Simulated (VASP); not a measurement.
Input:

```
RuSi
1.0
    4.66735     0.00000     0.00000
    0.00000     4.66735     0.00000
    0.00000     0.00000     4.66735
Si Ru
4 4
Direct
  0.16185   0.33815   0.66185
  0.66185   0.16185   0.33815
  0.83815   0.83815   0.83815
  0.33815   0.66185   0.16185
  0.86882   0.63118   0.36882
  0.36882   0.86882   0.63118
  0.13118   0.13118   0.13118
  0.63118   0.36882   0.86882
```

Level of theory: LDA (Ceperley-Alder, Perdew-Zunger), VASP's LDA PAW potentials (set 64) (plane waves; VASP). Numerical set-up: 500 eV cut-off, 5×5×5 Γ-centred mesh, Gaussian smearing of 0.050 eV, potentials Si Ru_pv.

Task: The ions, cell shape and volume at an external pressure of 5.0 GPa are relaxed. What does this cell relax into?

Result: 
```
RuSi
1.0
    4.63647     0.00000     0.00000
    0.00000     4.63647     0.00000
    0.00000     0.00000     4.63647
Si Ru
4 4
Cartesian
  0.74687   1.57136   3.06511
  3.06511   0.74687   1.57136
  3.88960   3.88960   3.88960
  1.57136   3.06511   0.74687
  4.02113   2.93358   1.70289
  1.70289   4.02113   2.93358
  0.61535   0.61535   0.61535
  2.93358   1.70289   4.02113
```
Space group P2_13 (198), at a tolerance of 0.03 Å.

Task: How do energy and volume change from the first to the last step?

Result: The energy (σ→0) changes by +3.9 meV/atom and the volume by -2.0 %, in 7 ionic steps.

| step | E(σ→0) (eV) | max force (eV/Å) | pressure (GPa) | volume (Å³) |
|---|---|---|---|---|
| 1 | -72.1628 | 0.012 | -0.01 | 101.67 |
| 2 | -71.8532 | 0.413 | 18.23 | 95.93 |
| 3 | -72.1366 | 0.106 | 4.90 | 99.94 |
| 4 | -72.1356 | 0.109 | 5.02 | 99.90 |
| 5 | -72.1349 | 0.072 | 5.00 | 99.81 |
| 6 | -72.1318 | 0.025 | 5.00 | 99.67 |
| 7 | -72.1318 | 0.001 | 5.04 | 99.67 |

The compound is RuSi in the B20 structure. This run relaxes it under an external pressure of 5 GPa. Symmetry was kept, so distortions that lower it aren't found.
